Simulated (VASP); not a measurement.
Input:

```
Al2Au
1.0
    0.00000     2.93400     2.93400
    2.93400     0.00000     2.93400
    2.93400     2.93400     0.00000
Al Au
2 1
Direct
  0.25000   0.25000   0.25000
  0.75000   0.75000   0.75000
  0.00000   0.00000   0.00000
```

Method: PBE GGA, VASP's PBE PAW potentials (set 64) (plane waves; VASP 6.6.1). Settings: 300 eV cut-off, 13×13×13 Γ-centred mesh, Gaussian smearing of 0.050 eV, potentials Al Au.

At this cut-off the stress carries a Pulay error, which pulls relaxed volumes low. Energy and stress use the plane-wave basis of the starting cell.

**Question.** The ions, cell shape and volume are relaxed. Predict the relaxed structure.

**Answer.** 
```
Al2Au
1.0
    0.00000     3.02647     3.02647
    3.02647     0.00000     3.02647
    3.02647     3.02647     0.00000
Al Au
2 1
Cartesian
  1.51323   1.51323   1.51323
  4.53970   4.53970   4.53970
  3.02647   0.00000   3.02647
```
Space group Fm-3m (225), at a tolerance of 0.03 Å.

**Question.** How do energy and volume change from the first to the last step?

**Answer.** The energy (σ→0) changes by -58.1 meV/atom and the volume by +9.8 %, in 14 ionic steps.

| step | E(σ→0) (eV) | max force (eV/Å) | pressure (GPa) | volume (Å³) |
|---|---|---|---|---|
| 1 | -11.8478 | 0.000 | 12.30 | 50.51 |
| 2 | -11.8938 | 0.000 | -7.37 | 60.57 |
| 3 | -12.0220 | 0.000 | -0.11 | 55.54 |
| 4 | -12.0220 | 0.000 | 0.10 | 55.43 |
| 5 | -12.0220 | 0.000 | 0.09 | 55.43 |
| 6 | -12.0220 | 0.000 | 0.09 | 55.44 |
| 7 | -12.0220 | 0.000 | 0.09 | 55.44 |
| 8 | -12.0220 | 0.000 | 0.09 | 55.44 |
| 9 | -12.0220 | 0.000 | 0.09 | 55.44 |
| 10 | -12.0220 | 0.000 | 0.09 | 55.44 |
| 11 | -12.0220 | 0.000 | 0.09 | 55.44 |
| 12 | -12.0220 | 0.000 | 0.09 | 55.44 |
| 13 | -12.0220 | 0.000 | 0.09 | 55.44 |
| 14 | -12.0220 | 0.000 | 0.08 | 55.44 |

The structure is a typed AuAl2 crystal (Fm-3m). This run relaxes it. Symmetry was kept, so distortions that lower it aren't found. The run is one of a series of settings (EDIFFG = -0.01, IBRION = 2, ISIF = 3, NSW = 50 against the base run), some of them coarse on purpose. The electron count is odd and the run is not spin-polarised, which forces a metal.
